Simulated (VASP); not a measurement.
Data:

```yaml
crystal:
  lattice:
    - [0.00000, 2.57000, 2.57000]
    - [2.57000, 0.00000, 2.57000]
    - [2.57000, 2.57000, 0.00000]
  atoms:
    - { symbol: Li, position: [0.00000, 0.00000, 0.00000] }
    - { symbol: Cl, position: [0.50000, 0.50000, 0.50000] }
```

Level of theory: PBE GGA, VASP's PBE PAW potentials (set 64) (plane waves; VASP). Run with 520 eV cut-off, Gaussian smearing of 0.050 eV, potentials Li_sv Cl.

Problem. Predict the band gap (along the path) with the smallest direct gap where there is one.

Solution. 
band gap (along the path): 6.30 eV
smallest direct gap (along the path): 6.30 eV

Only differences to runs with the same potentials and settings are physical.

The compound is LiCl in the rock salt structure. The cell was not relaxed at this level.
